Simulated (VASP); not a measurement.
Energy against volume of Te (trig). Method: RPBE GGA, VASP's PBE PAW potentials (set 64) (plane waves; VASP). Run with 520 eV cut-off, 4×4×4 Γ-centred mesh, Gaussian smearing of 0.050 eV, potentials Te.

Shape and ions are relaxed at each volume.

```tsv
V (Å³/atom)	E (eV/atom)
66.416	-2.82736
68.470	-2.82777
70.524	-2.82795
72.578	-2.82795
```

Problem. Fit these four points and predict the energy of the run at 64.362 Å³/atom.

Solution. A cubic in V^(−2/3), the third-order Birch-Murnaghan form, passes through the four points with V0 = 71.53 Å³/atom and B0 = 0 GPa, and gives -2.8267 eV/atom there. The run gave -2.8267 eV/atom, -0.1 meV/atom from the fit; all five points give B0 = 0 GPa.

The compound is Te in the trig structure. It was relaxed first, which changed the volume by +110 %.
